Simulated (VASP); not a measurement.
# Ag3S (P-6m2) in VASP: reference runs

How does Ag3S come out in PBE? The cell is run as given.

Everything below comes from runs of VASP 6.6.1. Logs are shortened: lines on timing, memory, paths and dates and some standing lists are left out, and cuts for length are marked.

### 1 The crystal as given

The structure is hexagonal, space group P-6m2 (No. 187). The conventional cell has a = 3.018 Å, b = 3.018 Å, c = 9.375 Å, α = 90.00°, β = 90.00°, γ = 120.00°. Around Ag (site symmetry -6m2) lie 12 Ag at 3.01 to 3.02 Å. Around Ag (site symmetry 3m) lie 3 S at 2.83 Å and 9 Ag at 3.01 to 3.02 Å. S (site symmetry -6m2) is surrounded by 6 Ag at 2.83 Å and 6 S at 3.02 Å.

The cell was built by a generator and needn't be a form met in nature.

### 2 Single point, PBE

Input file INCAR:

```
SYSTEM = Ag3S
PREC     = Accurate       ! precision mode
ENCUT    = 520            ! plane-wave cutoff, eV
EDIFF    = 1E-7           ! SCF threshold, eV
ISMEAR   = -1             ! smearing method
SIGMA    = 0.05           ! smearing width, eV
LREAL    = .False.        ! projectors in reciprocal space
LASPH    = .True.         ! aspherical terms in the spheres
NELM     = 80             ! most SCF steps
ALGO     = Normal         ! electronic algorithm
ISIF     = 2              ! what is computed and relaxed
LWAVE    = .False.        ! write WAVECAR
LCHARG   = .False.        ! write CHGCAR
GGA      = PE             ! functional
NBANDS   = 28             ! bands
```

Input file KPOINTS:

```
regular mesh
0
Gamma
  10 10 3
  0 0 0
```

Input file POSCAR:

```
Ag3S
1.0
    3.0176801600      0.0000000000      0.0000000000
   -1.5088400800      2.6133876700      0.0000000000
    0.0000000000      0.0000000000      9.3750202000
Ag S
3 1
Direct
    0.0000000000      0.0000000000      0.5000000000
    0.6666666700      0.3333333300      0.2378099400
    0.6666666700      0.3333333300      0.7621900600
    0.0000000000      0.0000000000      0.0000000000
```

Potentials or basis: VASP PAW PBE potentials, release 64 (Ag, S).

On the command line:

```bash
cat potpaw_PBE.64/Ag/POTCAR potpaw_PBE.64/S/POTCAR > POTCAR
mpirun -np 1 vasp_std > vasp.out
```

OUTCAR:

```text
SYSTEM = Ag3S
   PREC = Accurate
   ENCUT = 520
   EDIFF = 1E-7
   ISMEAR = -1
   LREAL = .False.
   LASPH = .True.
   NELM = 80
   ISIF = 2
   GGA = PE

 ion  position               nearest neighbor table
   1  0.000  0.000  0.500-   2 3.01   3 3.01   2 3.01   3 3.01   2 3.01   3 3.01
   2  0.667  0.333  0.238-   4 2.83   4 2.83   4 2.83   1 3.01   1 3.01   1 3.01
   3  0.667  0.333  0.762-   4 2.83   4 2.83   4 2.83   1 3.01   1 3.01   1 3.01
   4  0.000  0.000  0.000-   2 2.83   3 2.83   2 2.83   3 2.83   2 2.83   3 2.83

  LATTYP: Found a hexagonal cell.
 ALAT       =     3.0176801600
 C/A-ratio  =     3.1066977622

  Lattice vectors:

 A1 = (   3.0176801600,   0.0000000000,   0.0000000000)
 A2 = (  -1.5088400800,   2.6133876700,   0.0000000000)
 A3 = (   0.0000000000,   0.0000000000,   9.3750202000)

Analysis of symmetry for initial positions (statically):
=====================================================================
 Subroutine PRICEL returns:
 Original cell was already a primitive cell.

 Routine SETGRP: Setting up the symmetry group for a
 hexagonal supercell.

 Subroutine GETGRP returns: Found 12 space group operations
 (whereof 12 operations were pure point group operations)
 out of a pool of 24 trial point group operations.

The static configuration has the point symmetry D_3h.

Analysis of symmetry for dynamics (positions and initial velocities):
=====================================================================
 Subroutine PRICEL returns:
 Original cell was already a primitive cell.

 Routine SETGRP: Setting up the symmetry group for a
 hexagonal supercell.

 Subroutine GETGRP returns: Found 12 space group operations
 (whereof 12 operations were pure point group operations)
 out of a pool of 24 trial point group operations.

The dynamic configuration has the point symmetry D_3h.

 Subroutine INISYM returns: Found 12 space group operations
 (whereof 12 operations are pure point group operations),
 and found     1 'primitive' translations

----------------------------------------------------------------------------------------

                                     Primitive cell

  volume of cell :      73.9349

  direct lattice vectors                    reciprocal lattice vectors
     3.017680160  0.000000000  0.000000000     0.331380381  0.191322553  0.000000000
    -1.508840080  2.613387670  0.000000000     0.000000000  0.382645105  0.000000000
     0.000000000  0.000000000  9.375020200     0.000000000  0.000000000  0.106666437

  length of vectors
     3.017680160  3.017680152  9.375020200     0.382645104  0.382645105  0.106666437

  position of ions in fractional coordinates (direct lattice)
     0.000000000  0.000000000  0.500000000
     0.666666670  0.333333330  0.237809940
     0.666666670  0.333333330  0.762190060
     0.000000000  0.000000000  0.000000000

  ion indices of the primitive-cell ions
   primitive index   ion index
                 1           1
                 2           2
                 3           3
                 4           4

----------------------------------------------------------------------------------------

 KPOINTS: regular mesh

Automatic generation of k-mesh.
 Grid dimensions read from file:
 generate k-points for:   10   10    3

 Generating k-lattice:

  Cartesian coordinates                     Fractional coordinates (reciprocal lattice)
     0.033138038  0.019132255  0.000000000     0.100000000 -0.000000000  0.000000000
     0.000000000  0.038264511  0.000000000     0.000000000  0.100000000  0.000000000
     0.000000000  0.000000000  0.035555479     0.000000000  0.000000000  0.333333333

  Length of vectors
     0.038264510  0.038264511  0.035555479

  Shift w.r.t. Gamma in fractional coordinates (k-lattice)
     0.000000000  0.000000000  0.000000000

 Subroutine IBZKPT returns following result:
 ===========================================

 Found     28 irreducible k-points:

 Following reciprocal coordinates:
            Coordinates               Weight
  0.000000  0.000000  0.000000      1.000000
  0.100000  0.000000  0.000000      6.000000
  0.200000  0.000000  0.000000      6.000000
  0.300000  0.000000  0.000000      6.000000
  0.400000  0.000000  0.000000      6.000000
  0.500000  0.000000  0.000000      3.000000
[... 16 lines left out ...]
  0.300000  0.100000  0.333333     24.000000
  0.400000  0.100000  0.333333     24.000000
 [... further k-points ...]
   k-points           NKPTS =     28   k-points in BZ     NKDIM =     28   number of bands    NBANDS=     28
   number of dos      NEDOS =    301   number of ions     NIONS =      4
   total plane-waves  NPLWV =  40320
   dimension x,y,z NGX =    24 NGY =   24 NGZ =   70
   dimension x,y,z NGXF=    48 NGYF=   48 NGZF=  140
   ions per type =               3   1
   NGX,Y,Z   is equivalent  to a cutoff of  13.22, 13.22, 12.41 a.u.
   NGXF,Y,Z  is equivalent  to a cutoff of  26.44, 26.44, 24.83 a.u.
 SYSTEM =  Ag3S
   PREC   = accura    normal or accurate (medium, high low for compatibility)
   ISTART =      0    job   : 0-new  1-cont  2-samecut
   ICHARG =      2    charge: 1-file 2-atom 10-const
   ISPIN  =      1    spin polarized calculation?
   LNONCOLLINEAR =      F non collinear calculations
   LSORBIT =      F    spin-orbit coupling
   LASPH  =      T    aspherical Exc in radial PAW
   ENCUT  =  520.0 eV  38.22 Ry    6.18 a.u.   5.61  5.61 17.43*2*pi/ulx,y,z
   NELM   =     80;   NELMIN=  2; NELMDL= -5     # of ELM steps
   EDIFF  = 0.1E-06   stopping-criterion for ELM
   LREAL  =      F    real-space projection
   EDIFFG = 0.1E-05   stopping-criterion for IOM
   NSW    =      0    number of steps for IOM
   IBRION =     -1    ionic relax: 0-MD 1-quasi-New 2-CG
   NFREE  =      0    steps in history (QN), initial steepest desc. (CG)
   ISIF   =      2    stress and relaxation
   ISYM   =      2    0-nonsym 1-usesym 2-fastsym
   POTIM  = 0.5000    time-step for ionic-motion
   TEBEG  =    0.0;   TEEND  =   0.0 temperature during run
   PSTRESS=    0.0 pullay stress
   NELECT =      39.0000    total number of electrons
   NUPDOWN=      -1.0000    fix difference up-down
   EMIN   =  10.00;   EMAX   =-10.00  energy-range for DOS
   EFERMI =   0.00;   METHOD = LEGACY
   ISMEAR =    -1;   SIGMA  =   0.05  broadening in eV -4-tet -1-fermi 0-gaus
   EFERMI_NEDOS =   21; number of points for ismear=-14 and -15
   IALGO  =     38    algorithm
   IMIX   =      4    mixing-type and parameters
     AMIX     =   0.40;   BMIX     =  1.00
     AMIX_MAG =   1.60;   BMIX_MAG =  1.00
  volume/ion in A,a.u.               =      18.48       124.73
  Fermi-wavevector in a.u.,A,eV,Ry     =   1.322757  2.499648 23.805911  1.749685
  Thomas-Fermi vector in A             =   2.452414
   LORBIT       =      0    0 simple, 1 ext, 2 COOP (PROOUT), +10 PAW based schemes
   GGA     = PE    functional components
   LHFCALC =     F    Hartree Fock is set to
   AEXX    =    0.0000 exact exchange contribution
   IVDW    =     0    specifies the selected vdW correction
   LEPSILON=     F    determine dielectric tensor
   LRPA    =     F    only Hartree local field effects (RPA)
 non-spin polarized calculation
  energy-cutoff  :      520.00
  volume of cell :       73.93
 maximum number of plane-waves:      2027
 NGX is ok and might be reduce to    24
   NGX = 11   NGY = 11   NGZ = 35

 number of electron      38.9999991 magnetization

 Free energy of the ion-electron system (eV)
  ---------------------------------------------------
  ext. energy  EPLUGINS =         0.00000000
  ---------------------------------------------------
  free energy    TOTEN  =       -11.38687545 eV

  energy without entropy =      -11.37219606  energy(sigma->0) =      -11.37953576

 E-fermi :   7.0960     XC(G=0): -11.3835

 val. band max:        7.0673369520   @ k =   0.5000   0.0000   0.3333
 cond. band min:       7.1066002364   @ k =   0.4000   0.1000   0.0000
 fundamental gap:      0.0392632844
 Fermi energy:         7.0960418098

 k-point     1 :       0.0000    0.0000    0.0000
  band No.  band energies     occupation
      1      -7.2969      2.00000
      2       0.2866      2.00000
      3       0.6769      2.00000
      4       1.3111      2.00000
      5       2.1320      2.00000
      6       2.5010      2.00000
[... 20 lines left out ...]
     27      18.5193      0.00000
     28      21.1289      0.00000

 k-point     2 :       0.1000    0.0000    0.0000
  band No.  band energies     occupation
      1      -7.1435      2.00000
      2       0.4821      2.00000
      3       0.9034      2.00000
      4       1.4486      2.00000
      5       2.1670      2.00000
      6       2.4243      2.00000
[... 20 lines left out ...]
     27      19.0257      0.00000
     28      19.7566      0.00000

 k-point     3 :       0.2000    0.0000    0.0000
  band No.  band energies     occupation
      1      -6.7021      2.00000
      2       0.9460      2.00000
      3       1.3830      2.00000
      4       1.7081      2.00000
      5       2.1779      2.00000
      6       2.3206      2.00000
[... 20 lines left out ...]
     27      17.8479      0.00000
     28      19.2284      0.00000

 k-point     4 :       0.3000    0.0000    0.0000
  band No.  band energies     occupation
      1      -6.0447      2.00000
      2       1.2239      2.00000
      3       1.4175      2.00000
      4       1.6956      2.00000
      5       2.0203      2.00000
      6       2.1521      2.00000
[... 578 lines left out ...]
     27      17.4499      0.00000
     28      18.0386      0.00000

 k-point    23 :       0.3000    0.1000    0.3333
  band No.  band energies     occupation
      1      -5.6013      2.00000
      2       1.3449      2.00000
      3       1.4578      2.00000
      4       1.7052      2.00000
      5       1.7824      2.00000
      6       1.9557      2.00000
[... 20 lines left out ...]
     27      16.0946      0.00000
     28      16.3732      0.00000

 k-point    24 :       0.4000    0.1000    0.3333
  band No.  band energies     occupation
      1      -5.0513      2.00000
      2       0.9390      2.00000
      3       1.2805      2.00000
      4       1.5973      2.00000
      5       1.6211      2.00000
      6       1.8294      2.00000
[... 20 lines left out ...]
     27      15.6764      0.00000
     28      16.1751      0.00000

 [... further k-points ...]

------------------------ aborting loop because EDIFF is reached ----------------------------------------

  FORCE on cell =-STRESS in cart. coord.  units (eV):
  Direction    XX          YY          ZZ          XY          YZ          ZX
  --------------------------------------------------------------------------------------
  -------------------------------------------------------------------------------------
  Total       -0.9001007     -0.9001007     -2.5884780      0.0000000     -0.0000000      0.0000000
  in kB      -19.5052901    -19.5052900    -56.0926308      0.0000000     -0.0000000      0.0000000
  external PRESSURE =     -31.7010703 kB  Pullay stress =       0.0000000 kB

 VOLUME and BASIS-vectors are now :
 -----------------------------------------------------------------------------
  energy-cutoff  :      520.00
  volume of cell :       73.93
      direct lattice vectors                 reciprocal lattice vectors
     3.017680160  0.000000000  0.000000000     0.331380381  0.191322553  0.000000000
    -1.508840080  2.613387670  0.000000000     0.000000000  0.382645105  0.000000000
     0.000000000  0.000000000  9.375020200     0.000000000  0.000000000  0.106666437

 POSITION                                       TOTAL-FORCE (eV/Angst)
 -----------------------------------------------------------------------------------
      0.00000      0.00000      4.68751        -0.000000      0.000000      0.000000
      1.50884      0.87113      2.22947         0.000000     -0.000000      0.124396
      1.50884      0.87113      7.14555        -0.000000     -0.000000     -0.124396
      0.00000      0.00000      0.00000        -0.000000      0.000000      0.000000
 -----------------------------------------------------------------------------------
    total drift:                               -0.000009      0.000005      0.000000

  FREE ENERGIE OF THE ION-ELECTRON SYSTEM (eV)
  ---------------------------------------------------
  free  energy   TOTEN  =       -11.3868754537 eV

  energy  without entropy=      -11.3721960586  energy(sigma->0) =      -11.37953576
```

Run time: 63 s. Hardware: 1 thread of Intel Xeon Platinum 8488C (Sapphire Rapids), shared host; peak memory 0.21 GiB.

What came out:

```
Free energy            : -11.3869 eV
Pressure               : -3.2 GPa
Largest force          : 0.124 eV/Å
Band gap on the k mesh : none (metal or under the smearing width)
```

Forces on the atoms (eV/Å):
```
Ag   0.000  0.000  0.000
Ag   0.000  0.000  0.124
Ag   0.000  0.000 -0.124
S    0.000  0.000  0.000
```

Stress tensor (GPa, compression positive):
```
-1.95  0.00  0.00
 0.00 -1.95  0.00
 0.00  0.00 -5.61
```
